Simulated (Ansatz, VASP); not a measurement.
# NbB2 in VASP and in Ansatz

```
Nb B
1.0
     3.07426    0.00000    0.00000
    -1.53713    2.66239    0.00000
     0.00000    0.00000    3.27849
Nb B
1 2
Cartesian
  0.0000 0.0000 0.0000
  0.0000 1.7749 1.6392
  1.5371 0.8875 1.6392
```

Alike in both runs: functional LDA; k mesh 18 × 18 × 14; occupations fermi-dirac, width 0.15 eV; no spin polarisation.

Ansatz relaxed the structure, and its values are those at the end. VASP's run is a single point on that final structure, the one shown.

|  | VASP | Ansatz |
| --- | --- | --- |
| version | VASP 6.6.1 | Ansatz 0.2.0 |
| potentials or method | VASP PAW LDA potentials, release 64 (Nb_sv, B) | scalar-relativistic, plane waves, PAW |
| plane-wave cutoff (eV) | 520 | 420 |
| valence electrons in the cell | 19 | 19 |

|  | VASP | Ansatz | Ansatz less VASP |
| --- | --- | --- | --- |
| gap on the k mesh at the Fermi level (eV) | none | none | - |
| pressure (GPa) | 0.1 | 0.0 | -0.06 |

A gap of «none» marks a metal or a gap that the smearing closes.
